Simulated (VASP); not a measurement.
Write the native input for VASP 6.6.1 that does the following.

```
Task                   : single point
Functional             : LDA
Potentials or basis    : VASP PAW LDA potentials, release 64 (Cs_sv, Pb_d, Mo_sv, O)
Cutoff                 : 520 eV
k mesh                 : 6 × 6 × 6
Occupations            : gaussian, width 0.02 eV
Spin                   : no spin polarisation
Dipole correction      : no
Further INCAR settings : ALGO = Fast; EDIFF = 1e-06; NBANDS = 66
```

The structure of Cs2Mo2PbO8 lies in POSCAR:

```
Cs2Mo2PbO8
1.0
    2.9848851233      1.7233242294      7.4764851552
   -2.9848851233      1.7233242294      7.4764851552
    0.0000000000     -3.4466484589      7.4764851552
Cs Pb Mo O
2 1 2 8
Direct
    0.8069573325      0.8069573325      0.8069573325
    0.1930426675      0.1930426675      0.1930426675
    1.0000000000      0.0000000000      0.0000000000
    0.6080075166      0.6080075166      0.6080075166
    0.3919924834      0.3919924834      0.3919924834
    0.6852439577      0.6852439577      0.6852439577
    0.3147560423      0.3147560423      0.3147560423
    0.2577120524      0.7455092083      0.7455092083
    0.7455092083      0.7455092083      0.2577120524
    0.7455092083      0.2577120524      0.7455092083
    0.7422879476      0.2544907917      0.2544907917
    0.2544907917      0.7422879476      0.2544907917
    0.2544907917      0.2544907917      0.7422879476
```

The cell was built by a generator and needn't be a form met in nature.

The cell isn't the ideal one: relaxed again under DFT LDA, scalar-relativistic, plane waves, PAW.

One way to write it, as run:

INCAR

```
  PREC = Accurate
  ENCUT = 520
  EDIFF = 1E-6
  ISMEAR = 0
  SIGMA = 0.02
  LREAL = False
  LASPH = True
  NELM = 100
  ALGO = Fast
  ISIF = 2
  LWAVE = False
  LCHARG = True
  GGA = CA
  LELF = True
  LVHAR = True
  NBANDS = 66
```

KPOINTS

```
regular mesh
0
Gamma
  6 6 6
```

Potentials or basis: VASP PAW LDA potentials, release 64 (Cs_sv, Pb_d, Mo_sv, O).

The run is started by

```bash
$ cat potpaw_LDA.64/Cs_sv/POTCAR potpaw_LDA.64/Pb_d/POTCAR potpaw_LDA.64/Mo_sv/POTCAR potpaw_LDA.64/O/POTCAR > POTCAR
$ mpirun -np 1 vasp_std > vasp.out
```

It gave:

| Quantity | Value |
| --- | --- |
| Pressure | 0.7 GPa |
| Largest force | 0.218 eV/Å |
| Band gap on the k mesh | 3.34 eV, direct |

Caveat: spin-orbit coupling is left out, which as a rule narrows the gap of such compounds by several tenths of an eV.

Wall time 13 min on 1 thread of Intel(R) Xeon(R) 6975P-C (Granite Rapids), with other jobs on the host, peak memory 0.68 GiB.
